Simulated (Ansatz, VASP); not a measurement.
# TiTe2 in two plane-wave programs, part 2 of 2

One calculation is typed for both programs; each brings its own data sets. How far apart do they land? The cell is taken from a series of runs on this material, whose earlier steps may have relaxed, scaled, displaced or heated it; both programs get it as it stands.

VASP 6.6.1 and Ansatz 0.2.0.

So far: Set-up; Ansatz: zone-centre phonons, PBE.

### 3. VASP: zone-centre phonons, PBE

Level of this step: PBE, no spin polarisation; plane waves and PAW (Ti_sv, Te) (VASP).

The same cell, functional, mesh and smearing now go to VASP, with its own data sets.

Lines of VASP's logs that name or quote its potential files are left out, and so is its time.

Input file INCAR:

```
SYSTEM = TiTe2
PREC = Accurate
ENCUT = 500
EDIFF = 1E-08
NELM = 120
ISMEAR = 1
SIGMA = 0.2
LREAL = .FALSE.
ALGO = Normal
GGA = PE
NBANDS = 18
LASPH = .TRUE.
LORBIT = 11
LWAVE = .FALSE.
LCHARG = .FALSE.
ISIF = 2
IBRION = 8
GGA_COMPAT = .FALSE.
KPAR = 2
```

Input file POSCAR:

```
TiTe2
1.0
    3.7635807459      0.0000000000      0.0000000000
   -1.8817903729      3.2593565352      0.0000000000
    0.0000000000      0.0000000000      7.0921003085
Ti Te
1 2
Direct
    0.0000000000      0.0000000000      0.0000000000
    0.6666666667      0.3333333333      0.2448855013
    0.3333333333      0.6666666667      0.7551144987
```

Input file KPOINTS:

```
Automatic mesh
0
Gamma
15 15 8
0 0 0
```

PAW data sets: Ti_sv and Te (PBE family, release 64).

Run with:

```
> mpirun -np 2 vasp_std
```

Numbers of over 12 decimals in the logs are rounded to 6 here.

Log:

```text
[banner, memory and clock lines left out]
running    2 mpi-ranks, on    1 nodes
 distrk:  each k-point on    1 cores,    2 groups
 distr:  one band on    1 cores,    1 groups

 POSCAR found type information on POSCAR TiTe
 POSCAR found :  2 types and       3 ions
 LDA part: xc-table for (Slater+PW92), standard interpolation
 POSCAR, INCAR and KPOINTS ok, starting setup
 FFT: planning ... GRIDC
 FFT: planning ... GRID_SOFT
 FFT: planning ... GRID
 WAVECAR not read
 entering main loop
       N       E                     dE             d eps       ncg     rms          rms(c)
DAV:   1     0.174580281805E+03    0.17458E+03   -0.10518E+04  6912   0.119E+03
DAV:   2    -0.234627565261E+01   -0.17693E+03   -0.17295E+03  7546   0.300E+02
DAV:   3    -0.180195005955E+02   -0.15673E+02   -0.15359E+02 11006   0.841E+01
DAV:   4    -0.185423198262E+02   -0.52282E+00   -0.52092E+00  8866   0.145E+01
DAV:   5    -0.185642716587E+02   -0.21952E-01   -0.21942E-01 10680   0.275E+00    0.120E+01
DAV:   6    -0.187627627736E+02   -0.19849E+00   -0.41038E+01  7824   0.400E+01    0.155E+01
DAV:   7    -0.165001689617E+02    0.22626E+01   -0.35449E+01  8792   0.349E+01    0.564E+00
DAV:   8    -0.162288524569E+02    0.27132E+00   -0.14200E+00  7934   0.836E+00    0.194E+00
DAV:   9    -0.162479843425E+02   -0.19132E-01   -0.49961E-01  9502   0.456E+00    0.185E+00
DAV:  10    -0.162246949695E+02    0.23289E-01   -0.44821E-01  8432   0.466E+00    0.931E-01
DAV:  11    -0.162173022444E+02    0.73927E-02   -0.56149E-02  8100   0.176E+00    0.424E-01
DAV:  12    -0.162175087963E+02   -0.20655E-03   -0.41866E-03  8090   0.490E-01    0.290E-01
DAV:  13    -0.162172855192E+02    0.22328E-03   -0.80588E-04  8250   0.200E-01    0.873E-02
DAV:  14    -0.162172804504E+02    0.50688E-05   -0.38318E-05  8486   0.418E-02    0.489E-02
DAV:  15    -0.162172692203E+02    0.11230E-04   -0.29441E-05  9128   0.379E-02    0.257E-02
DAV:  16    -0.162172668106E+02    0.24097E-05   -0.14344E-05  9122   0.238E-02    0.352E-03
DAV:  17    -0.162172669985E+02   -0.18791E-06   -0.32861E-07  7920   0.417E-03    0.233E-03
DAV:  18    -0.162172671753E+02   -0.17678E-06   -0.28369E-08  7750   0.119E-03    0.134E-03
DAV:  19    -0.162172671972E+02   -0.21865E-07   -0.53610E-09  4482   0.566E-04    0.515E-04
DAV:  20    -0.162172671884E+02    0.87230E-08   -0.47306E-09  4346   0.442E-04
   1 F= -.16217267E+02 E0= -.16217600E+02  d E =0.998510E-03
 Linear response reoptimize wavefunctions to high precision
DAV:   1    -0.162172671901E+02   -0.16184E-08   -0.67400E-10  4434   0.173E-04
DAV:   2    -0.162172671900E+02    0.72760E-11   -0.92065E-11  4230   0.862E-05
 Linear response DOF=           4
 Linear response progress:
  Degree of freedom:   1/  4
       N       E                     dE             d eps       ncg     rms          rms(c)
RMM:   1    -0.758163872710E+00   -0.75816E+00    0.10877E+01 17615   0.136E+02
RMM:   2    -0.714135029336E+00    0.44029E-01   -0.45018E-01 30392   0.517E+00    0.202E-01
RMM:   3    -0.710592304603E+00    0.35427E-02   -0.23865E-02 34734   0.114E+00    0.102E-01
RMM:   4    -0.710800073964E+00   -0.20777E-03   -0.15614E-02 41462   0.498E-01    0.387E-02
RMM:   5    -0.712154107620E+00   -0.13540E-02   -0.77579E-04 41964   0.157E-01    0.172E-02
RMM:   6    -0.712620474520E+00   -0.46637E-03   -0.22138E-04 41874   0.686E-02    0.116E-02
RMM:   7    -0.712669248263E+00   -0.48774E-04   -0.37231E-05 41557   0.318E-02    0.253E-03
RMM:   8    -0.712635738067E+00    0.33510E-04   -0.14773E-05 45974   0.158E-02    0.106E-03
RMM:   9    -0.712655540845E+00   -0.19803E-04   -0.58814E-06 45435   0.755E-03    0.272E-04
RMM:  10    -0.712656150273E+00   -0.60943E-06   -0.41862E-06 46308   0.420E-03    0.211E-04
RMM:  11    -0.712664278242E+00   -0.81280E-05   -0.30159E-06 45244   0.261E-03    0.479E-05
RMM:  12    -0.712665763153E+00   -0.14849E-05   -0.25230E-06 47088   0.175E-03    0.376E-05
RMM:  13    -0.712664746211E+00    0.10169E-05   -0.19065E-06 46557   0.129E-03    0.258E-05
RMM:  14    -0.712664705720E+00    0.40491E-07   -0.16098E-06 47656   0.101E-03    0.411E-05
RMM:  15    -0.712664552228E+00    0.15349E-06   -0.13220E-06 46292   0.840E-04    0.496E-05
RMM:  16    -0.712664941196E+00   -0.38897E-06   -0.11237E-06 44464   0.726E-04    0.443E-05
RMM:  17    -0.712665211221E+00   -0.27002E-06   -0.96340E-07 43997   0.639E-04    0.395E-05
RMM:  18    -0.712665274044E+00   -0.62823E-07   -0.83991E-07 46807   0.568E-04    0.407E-05
RMM:  19    -0.712665270898E+00    0.31461E-08   -0.72936E-07 44203   0.512E-04    0.481E-05
RMM:  20    -0.712665492683E+00   -0.22179E-06   -0.64698E-07 40741   0.471E-04    0.411E-05
 first order change of Fermi-energy  -0.11591E-02
 force on displaced ion       1 direction 1 :  -3.988   0.000   0.000
 Linear response progress:
  Degree of freedom:   2/  4
       N       E                     dE             d eps       ncg     rms          rms(c)
RMM:   1    -0.751363545019E+00   -0.75136E+00    0.20412E+01  6933   0.141E+02
RMM:   2    -0.708084615976E+00    0.43279E-01   -0.37531E-01 11534   0.444E+00    0.225E-01
RMM:   3    -0.704828219359E+00    0.32564E-02   -0.27816E-02 13443   0.109E+00    0.117E-01
RMM:   4    -0.705149329207E+00   -0.32111E-03   -0.17723E-02 15249   0.469E-01    0.530E-02
RMM:   5    -0.706182082189E+00   -0.10328E-02   -0.65714E-04 16199   0.142E-01    0.270E-02
RMM:   6    -0.706743698579E+00   -0.56162E-03   -0.20307E-04 14601   0.708E-02    0.144E-02
RMM:   7    -0.706817966922E+00   -0.74268E-04   -0.49649E-05 15518   0.357E-02    0.287E-03
RMM:   8    -0.706762462023E+00    0.55505E-04   -0.29903E-05 17283   0.178E-02    0.152E-03
RMM:   9    -0.706791302225E+00   -0.28840E-04   -0.13837E-05 17328   0.899E-03    0.627E-04
RMM:  10    -0.706793005897E+00   -0.17037E-05   -0.99503E-06 17378   0.552E-03    0.514E-04
RMM:  11    -0.706808301155E+00   -0.15295E-04   -0.83196E-06 15779   0.404E-03    0.132E-04
RMM:  12    -0.706806441324E+00    0.18598E-05   -0.67864E-06 17897   0.300E-03    0.736E-05
RMM:  13    -0.706806382883E+00    0.58441E-07   -0.60990E-06 17889   0.241E-03    0.769E-05
RMM:  14    -0.706806324601E+00    0.58283E-07   -0.53946E-06 17024   0.205E-03    0.153E-04
RMM:  15    -0.706806017901E+00    0.30670E-06   -0.45730E-06 15243   0.185E-03    0.803E-05
RMM:  16    -0.706806135715E+00   -0.11781E-06   -0.45282E-06 16779   0.160E-03    0.689E-05
RMM:  17    -0.706806407955E+00   -0.27224E-06   -0.29391E-06 16740   0.143E-03    0.610E-05
RMM:  18    -0.706806405899E+00    0.20555E-08   -0.29050E-06 17829   0.129E-03    0.691E-05
 first order change of Fermi-energy   0.15052E-02
 force on displaced ion       1 direction 3 :   0.000   0.000  -9.335
 Linear response progress:
  Degree of freedom:   3/  4
       N       E                     dE             d eps       ncg     rms          rms(c)
RMM:   1    -0.431232167331E-01   -0.43123E-01    0.13862E-02 78412   0.107E+00
RMM:   2    -0.417567289482E-01    0.13665E-02   -0.35116E-03 66028   0.326E-01    0.768E-02
RMM:   3    -0.419337661704E-01   -0.17704E-03   -0.78932E-04 76350   0.130E-01    0.430E-02
RMM:   4    -0.420189269520E-01   -0.85161E-04   -0.13399E-04 81200   0.490E-02    0.314E-02
RMM:   5    -0.421622500490E-01   -0.14332E-03   -0.33369E-05 70328   0.316E-02    0.314E-03
RMM:   6    -0.421545889428E-01    0.76611E-05   -0.86247E-06 80604   0.128E-02    0.187E-03
RMM:   7    -0.421552699110E-01   -0.68097E-06   -0.26395E-06 80272   0.589E-03    0.121E-03
RMM:   8    -0.421555868775E-01   -0.31697E-06   -0.47850E-07 79385   0.297E-03    0.554E-04
RMM:   9    -0.421555490106E-01    0.37867E-07   -0.46098E-07 85120   0.146E-03    0.201E-04
RMM:  10    -0.421552613468E-01    0.28766E-06    0.10358E-07 87001   0.689E-04    0.646E-05
RMM:  11    -0.421552623428E-01   -0.99607E-09   -0.14609E-07 86657   0.362E-04    0.250E-05
RMM:  12    -0.421552238973E-01    0.38446E-07    0.75668E-08 87072   0.209E-04    0.107E-05
RMM:  13    -0.421552349255E-01   -0.11028E-07   -0.81283E-08 86195   0.133E-04    0.250E-06
RMM:  14    -0.421552280984E-01    0.68271E-08   -0.10093E-08 87560   0.929E-05    0.127E-06
 first order change of Fermi-energy   0.65114E-04
 force on displaced ion       2 direction 1 :  -3.044   0.001   0.000
 Linear response progress:
  Degree of freedom:   4/  4
       N       E                     dE             d eps       ncg     rms          rms(c)
RMM:   1    -0.669986341082E-01   -0.66999E-01    0.37222E-02 16495   0.123E+00
RMM:   2    -0.654082802799E-01    0.15904E-02   -0.36562E-03 14473   0.336E-01    0.154E-01
RMM:   3    -0.656115819304E-01   -0.20330E-03   -0.10751E-03 13894   0.222E-01    0.124E-01
RMM:   4    -0.655369180629E-01    0.74664E-04   -0.41223E-04 13481   0.155E-01    0.643E-02
RMM:   5    -0.655612675894E-01   -0.24350E-04   -0.10330E-04 15605   0.589E-02    0.491E-02
RMM:   6    -0.656609158478E-01   -0.99648E-04   -0.32464E-05 14759   0.381E-02    0.550E-03
RMM:   7    -0.656655651587E-01   -0.46493E-05   -0.13279E-05 16983   0.183E-02    0.464E-03
RMM:   8    -0.656672619332E-01   -0.16968E-05   -0.36723E-06 17630   0.844E-03    0.229E-03
RMM:   9    -0.656668312501E-01    0.43068E-06   -0.19682E-06 16751   0.369E-03    0.119E-03
RMM:  10    -0.656675404781E-01   -0.70923E-06   -0.83709E-07 16879   0.208E-03    0.314E-04
RMM:  11    -0.656676666621E-01   -0.12618E-06   -0.10839E-07 16762   0.922E-04    0.765E-05
RMM:  12    -0.656676372007E-01    0.29461E-07   -0.84824E-09 18104   0.449E-04    0.417E-05
RMM:  13    -0.656675982173E-01    0.38983E-07   -0.91589E-08 17401   0.233E-04    0.209E-05
RMM:  14    -0.656676070821E-01   -0.88648E-08   -0.13721E-07 18233   0.138E-04    0.104E-05
RMM:  15    -0.656676000097E-01    0.70724E-08   -0.66881E-08 17708   0.917E-05    0.420E-06
 first order change of Fermi-energy   0.24181E+00
 force on displaced ion       2 direction 3 :   0.000  -0.000  -6.573
 Linear response finished
```

From OUTCAR (step 3):

```text
ion  position               nearest neighbor table
   1  0.000  0.000  0.000-   2 2.78   3 2.78   2 2.78   3 2.78   2 2.78   3 2.78
   2  0.667  0.333  0.245-   1 2.78   1 2.78   1 2.78
   3  0.333  0.667  0.755-   1 2.78   1 2.78   1 2.78

  LATTYP: Found a hexagonal cell.
 ALAT       =     3.7635807459
 C/A-ratio  =     1.8844023252

 Subroutine GETGRP returns: Found 12 space group operations
 (whereof 12 operations were pure point group operations)

The static configuration has the point symmetry D_3d.

 Found    192 irreducible k-points:

   k-points           NKPTS =    192   k-points in BZ     NKDIM =    192   number of bands    NBANDS=     18

   dimension x,y,z NGX =    28 NGY =   28 NGZ =   54
   dimension x,y,z NGXF=    56 NGYF=   56 NGZF=  108

   ENCUT  =  500.0 eV  36.75 Ry    6.06 a.u.   6.86  6.86 12.93*2*pi/ulx,y,z

   NELECT =      24.0000    total number of electrons

 k-points in reciprocal lattice and weights: Automatic mesh
   0.00000000  0.00000000  0.00000000       0.001
   0.06666667  0.00000000  0.00000000       0.003
   0.13333333  0.00000000  0.00000000       0.003
   0.20000000  0.00000000  0.00000000       0.003
   0.26666667  0.00000000  0.00000000       0.003
   0.33333333  0.00000000  0.00000000       0.003
   0.40000000  0.00000000  0.00000000       0.003
   0.46666667  0.00000000  0.00000000       0.003
   0.06666667  0.06666667  0.00000000       0.003
[...]
0.33333333  0.26666667  0.50000000       0.007
   0.33333333  0.33333333  0.50000000       0.001

 average (electrostatic) potential at core
       1 -75.7327       2 -88.2062       3 -88.2062

  Total       -0.0613061     -0.0613061     -0.0456983     -0.0000000      0.0000000      0.0000000
  in kB       -1.1290326     -1.1290326     -0.8415934     -0.0000000      0.0000000      0.0000000
  external PRESSURE =      -1.0332195 kB  Pullay stress =       0.0000000 kB

  energy-cutoff  :      500.00
  volume of cell :       87.00
      direct lattice vectors                 reciprocal lattice vectors
     3.763580746  0.000000000  0.000000000     0.265704410  0.153404512  0.000000000
    -1.881790373  3.259356535  0.000000000     0.000000000  0.306809025  0.000000000
     0.000000000  0.000000000  7.092100309     0.000000000  0.000000000  0.141001954

 POSITION                                       TOTAL-FORCE (eV/Angst)
 -----------------------------------------------------------------------------------
      0.00000      0.00000      0.00000         0.000000      0.000000      0.000000
      1.88179      1.08645      1.73675        -0.000000      0.000000      0.008783
     -0.00000      2.17290      5.35535         0.000000     -0.000000     -0.008783
 -----------------------------------------------------------------------------------
    total drift:                                0.000000     -0.000000     -0.000000

 Eigenvectors and eigenvalues of the dynamical matrix
 ----------------------------------------------------

   1 f  =    7.522590 THz    47.265829 2PiTHz  250.926601 cm-1    31.110919 meV
             X         Y         Z           dx          dy          dz
      0.000000  0.000000  0.000000    -0.000000    0.000000    0.917624
      1.881790  1.086452  1.736753    -0.000000    0.000000   -0.281040
     -0.000000  2.172904  5.355348     0.000000   -0.000000   -0.281040

   2 f  =    4.920002 THz    30.913286 2PiTHz  164.113609 cm-1    20.347485 meV
             X         Y         Z           dx          dy          dz
      0.000000  0.000000  0.000000     0.324538    0.857710    0.000000
      1.881790  1.086452  1.736753    -0.099785   -0.263718    0.000000
     -0.000000  2.172904  5.355348    -0.099785   -0.263718    0.000000

   3 f  =    4.920002 THz    30.913286 2PiTHz  164.113609 cm-1    20.347485 meV
             X         Y         Z           dx          dy          dz
      0.000000  0.000000  0.000000     0.857710   -0.324538   -0.000000
      1.881790  1.086452  1.736753    -0.263718    0.099785    0.000000
     -0.000000  2.172904  5.355348    -0.263718    0.099785   -0.000000

   4 f  =    4.029880 THz    25.320483 2PiTHz  134.422327 cm-1    16.666237 meV
             X         Y         Z           dx          dy          dz
      0.000000  0.000000  0.000000     0.000000   -0.000000   -0.000000
      1.881790  1.086452  1.736753    -0.000000    0.000000   -0.707107
     -0.000000  2.172904  5.355348     0.000000   -0.000000    0.707107

   5 f  =    2.794960 THz    17.561254 2PiTHz   93.229841 cm-1    11.559022 meV
             X         Y         Z           dx          dy          dz
      0.000000  0.000000  0.000000     0.000000   -0.000000   -0.000000
      1.881790  1.086452  1.736753    -0.250234   -0.661349   -0.000000
     -0.000000  2.172904  5.355348     0.250234    0.661349   -0.000000

   6 f  =    2.794960 THz    17.561254 2PiTHz   93.229841 cm-1    11.559022 meV
             X         Y         Z           dx          dy          dz
      0.000000  0.000000  0.000000     0.000000    0.000000    0.000000
      1.881790  1.086452  1.736753     0.661349   -0.250234   -0.000000
     -0.000000  2.172904  5.355348    -0.661349    0.250234    0.000000

   7 f/i=    0.000113 THz     0.000712 2PiTHz    0.003778 cm-1     0.000468 meV
             X         Y         Z           dx          dy          dz
      0.000000  0.000000  0.000000    -0.000000   -0.000000    0.397451
      1.881790  1.086452  1.736753    -0.000000   -0.000000    0.648858
     -0.000000  2.172904  5.355348    -0.000000   -0.000000    0.648858

   8 f/i=    0.006943 THz     0.043623 2PiTHz    0.231589 cm-1     0.028713 meV
             X         Y         Z           dx          dy          dz
      0.000000  0.000000  0.000000    -0.345302    0.199438    0.000000
      1.881790  1.086452  1.736753    -0.561524    0.324324    0.000000
     -0.000000  2.172904  5.355348    -0.561524    0.324324    0.000000

   9 f/i=    0.006943 THz     0.043623 2PiTHz    0.231589 cm-1     0.028713 meV
             X         Y         Z           dx          dy          dz
      0.000000  0.000000  0.000000    -0.199438   -0.345302   -0.000000
      1.881790  1.086452  1.736753    -0.324324   -0.561524   -0.000000
     -0.000000  2.172904  5.355348    -0.324324   -0.561524   -0.000000

 ELASTIC MODULI CONTR FROM IONIC RELAXATION (kBar)
 Direction    XX          YY          ZZ          XY          YZ          ZX
 --------------------------------------------------------------------------------
 XX        -235.7363   -166.0304   -409.2472     -0.0000   -124.7707     -0.0000
 YY        -166.0304   -235.7363   -409.2472     -0.0000    124.7707      0.0000
 ZZ        -409.2472   -409.2472   -833.7342     -0.0000      0.0000     -0.0000
 XY          -0.0000     -0.0000     -0.0000    -34.8530      0.0000   -104.7504
 YZ        -124.7707    124.7707      0.0000      0.0000   -446.6686     -0.0000
 ZX          -0.0000      0.0000     -0.0000   -104.7504     -0.0000   -314.8265
 --------------------------------------------------------------------------------
```

This run has no spin polarisation, so a moment on Ti, if there is one, isn't seen.

### 4. Differences

Known differences besides the potentials themselves: the data sets hold 44 valence electrons in Ansatz (on its PAW soft_1 files) and 24 in VASP; the cutoff is 420 eV in Ansatz and 500 eV in VASP. Total energies have different zeros and are not compared.

Both answers:

```csv
quantity,Ansatz,VASP,difference
optical mode 1 to 2 (cm⁻¹),93.2,93.2,-0.03 %
optical mode 3 (cm⁻¹),134.5,134.4,+0.08 %
optical mode 4 to 5 (cm⁻¹),164.0,164.1,-0.07 %
optical mode 6 (cm⁻¹),251.1,250.9,+0.05 %
```

Modes are paired by rising frequency, not by their patterns, so a pair may set unlike modes beside each other; they are those without the splitting of longitudinal modes.

### 5. Results

```
r.m.s. difference of the optical zone-centre modes, each program's sorted by frequency (zone-centre phonons, PBE) : 0.097 cm⁻¹
```

What this shows: The r.m.s. difference of the optical zone-centre modes, each program's sorted by frequency is 0.097 cm⁻¹ (zone-centre phonons, PBE). The data sets hold unlike numbers of valence electrons (44 in Ansatz and 24 in VASP), so part of the differences comes from the potentials. Such differences can come from data sets, numerical settings and the points named under the comparisons, not from the functional's error against experiment.

[Lines on the potential files, build, host, timing and source positions are cut from VASP's logs without a mark.]

[Logs are printed without paths, hosts, clocks, repeated set-up lines and the standing remarks that a program may print on its own settings, such as how far it seeks lower states.]

[Hosts, paths, dates, database ids (printed as entryN), source tags and the programs' standing remarks are cut or masked in the printed files.]
